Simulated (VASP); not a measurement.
Here is the system:

```xyz
8
Lattice="-1.9776 1.9776 8.5296 1.9776 -1.9776 8.5296 1.9776 1.9776 -8.5296" Properties=species:S:1:pos:R:3 pbc="T T T"
Zr     0.0000     0.0000     2.0236
Zr     0.0000     0.0000    15.0356
Al     0.0000     1.9776     0.0000
Al     1.9776     0.0000     0.0000
Al     0.0000     1.9776     4.2648
Al     1.9776     0.0000     4.2648
Al     0.0000     0.0000     6.3950
Al     0.0000     0.0000    10.6642
```

Calculation: LDA (Ceperley-Alder, Perdew-Zunger), VASP's LDA PAW potentials (set 64) (plane waves; VASP). Run with 400 eV cut-off, 12×12×12 Γ-centred mesh, tetrahedra with Blöchl corrections, potentials Zr_sv Al.

### Question
What does the run give for the energy per atom (σ→0), band gap (on the k-mesh) with the smallest direct gap where there is one?

### Answer

```
Item                                                         Value
------------------------  ----------------------------------------
band gap (on the k-mesh)  none (metal, semimetal or under 0.01 eV)
energy per atom (σ→0)                               -5.981 eV/atom
```

The compound is ZrAl3 in the sg139 structure. It was relaxed first.
